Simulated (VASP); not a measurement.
VASP ran on this input.

KPOINTS:
```
Automatic mesh
0
Gamma
4 4 4
0.5 0.5 0.5
```

INCAR:
```
ALGO = Normal
EDIFF = 1E-6
ENCUT = 150
ISIF = 2
ISMEAR = 0
LASPH = T
LCHARG = F
LMAXMIX = 4
LREAL = F
LWAVE = F
NELM = 100
PREC = Accurate
SIGMA = 0.02
SYSTEM = AgI
```

### POSCAR
```
AgI
1
    4.4679770000     0.0000000000     0.0000000000
   -2.2339880000     3.8693810000     0.0000000000
    0.0000000000     0.0000000000    15.1326400000
Ag I
4 4
Direct
  0.0000000000   0.0000000000   0.3234700000
  0.0000000000   0.0000000000   0.8234700000
  0.6666670000   0.3333330000   0.4264700000
  0.3333330000   0.6666670000   0.9264700000
  0.0000000000   0.0000000000   0.0116400000
  0.0000000000   0.0000000000   0.5116400000
  0.6666670000   0.3333330000   0.2384200000
  0.3333330000   0.6666670000   0.7384200000
```

POTCAR, in this order: Ag I (LDA.64 set). Program: vasp_std.

Q: Translate this LDA calculation to Quantum ESPRESSO's pw.x.

A: One equivalent input (not run):
```
&CONTROL
  calculation = 'scf'
  pseudo_dir = './pseudo'
  outdir = './out'
  tprnfor = .true.
  tstress = .true.
/
&SYSTEM
  ibrav = 0
  nat = 8
  ntyp = 2
  ecutwfc = 86
  occupations = 'smearing'
  smearing = 'gaussian'
  degauss = 0.00147
  input_dft = 'pz'
/
&ELECTRONS
  conv_thr = 7.3e-08
  electron_maxstep = 100
/
ATOMIC_SPECIES
  Ag 107.868 Ag.upf
  I 126.904 I.upf
CELL_PARAMETERS angstrom
     4.4679770    0.0000000    0.0000000
    -2.2339880    3.8693810    0.0000000
     0.0000000    0.0000000   15.1326400
ATOMIC_POSITIONS crystal
  Ag   0.0000000  0.0000000  0.3234700
  Ag   0.0000000  0.0000000  0.8234700
  Ag   0.6666670  0.3333330  0.4264700
  Ag   0.3333330  0.6666670  0.9264700
  I    0.0000000  0.0000000  0.0116400
  I    0.0000000  0.0000000  0.5116400
  I    0.6666670  0.3333330  0.2384200
  I    0.3333330  0.6666670  0.7384200
K_POINTS automatic
  4 4 4 1 1 1
```
Limits of the translation: the potentials are each code's own (VASP's PAW set, PseudoDojo norm-conserving files in pw.x), so ENCUT and ecutwfc are chosen apart and not converted; conv_thr bounds pw.x's estimated SCF error, while EDIFF bounds the energy change between steps.

The structure comes from a computed database's AgI entry; how it stands against other phases isn't given here. The cell was not relaxed at this level. The run is one of a series of settings (ENCUT = 150, GGA removed, KPOINTS 4×4×4 Γ-centred mesh shifted by (0.5, 0.5, 0.5), POTCAR Ag I (LDA.64 set) against the base run), some of them coarse on purpose.
